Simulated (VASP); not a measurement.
Consider the following.

```yaml
crystal:
  lattice:
    - [-1.59649, 1.59649, 1.59649]
    - [1.59649, -1.59649, 1.59649]
    - [1.59649, 1.59649, -1.59649]
  atoms:
    - { symbol: W, position: [0.00000, 0.00000, 0.00000] }
```

Method: vdW-DF-cx, VASP's PBE PAW potentials (set 64) (plane waves; VASP). Run with 520 eV cut-off, 16×16×16 Γ-centred mesh, first-order Methfessel-Paxton smearing of 0.10 eV, potentials W_sv.

**Question.** The job: W (bcc), 1 atom, vdW-DF-cx, static run, 520 eV, 16×16×16 Γ-centred mesh. Roughly how much core time does it take on a busy server core?

**Answer.** About 30 core-seconds (one run on a shared machine, a rough figure). It had 145 irreducible k-points, 11 bands, up to 466 plane waves and 13 electronic steps.

The compound is W in the bcc structure. This cell is one point of a volume scan, at 1.03 of the reference volume.
